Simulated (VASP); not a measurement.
These are PBEsol GGA, VASP's PBE PAW potentials (set 64) (plane waves; VASP) values and carry that method's errors.

Input for VASP

File KPOINTS:
```
Automatic mesh
0
Gamma
14 14 10
0 0 0
```

File POSCAR:
```
TiAl
1
    2.6810225562     0.0000000000     0.0000000000
    0.0000000000     2.6810225562    -0.0000000000
    0.0000000000     0.0000000000     3.8599323517
Ti Al
1 1
Direct
  0.0000000000   0.0000000000   0.0000000000
  0.5000000000   0.5000000000   0.5000000000
```

INCAR:
```
# general
SYSTEM  = TiAl
PREC    = Accurate
ENCUT   = 500
LREAL   = .FALSE.
LASPH   = .TRUE.

# electronic loop
EDIFF   = 1E-6
NELM    = 100
ALGO    = Normal
LMAXMIX = 4

# smearing
ISMEAR  = 1
SIGMA   = 0.1

# functional
GGA     = PS

# ions
IBRION  = 2
NSW     = 40
ISIF    = 3
EDIFFG  = -0.02
PSTRESS = 200

# output
LWAVE   = .FALSE.
LCHARG  = .FALSE.
```

POTCAR, in this order: Ti_sv Al (PBE.64 set). Program: vasp_std.

Q: What does the run give for the energy per atom (σ→0), volume per atom, band gap (on the k-mesh)?

A: 
```yaml
energy per atom (σ→0): -6.516 eV/atom
band gap (on the k-mesh): none (metal, semimetal or under 0.01 eV)
volume_per_atom: 13.86 Å³/atom
```

**OSZICAR**
```
...
   4 F= -.95711622E+01 E0= -.95715303E+01  d E =-.731782E-04
       N       E                     dE             d eps       ncg     rms          rms(c)
DAV:   1    -0.130316812240E+02   -0.26895E-02   -0.25349E-02  4974   0.264E+00    0.179E-01
DAV:   2    -0.130311531996E+02    0.52802E-03   -0.22314E-03  5110   0.581E-01    0.810E-02
DAV:   3    -0.130310521457E+02    0.10105E-03   -0.25122E-04  5435   0.201E-01    0.390E-02
DAV:   4    -0.130310272629E+02    0.24883E-04   -0.55776E-05  6687   0.847E-02    0.908E-03
DAV:   5    -0.130310270479E+02    0.21498E-06   -0.61999E-06  5114   0.284E-02
   5 F= -.95711867E+01 E0= -.95715889E+01  d E =-.977281E-04
```

The compound is TiAl in the L1_0 structure. This run relaxes it under an external pressure of 20 GPa. Symmetry was kept, so distortions that lower it aren't found. The electron count is odd and the run is not spin-polarised, which forces a metal.
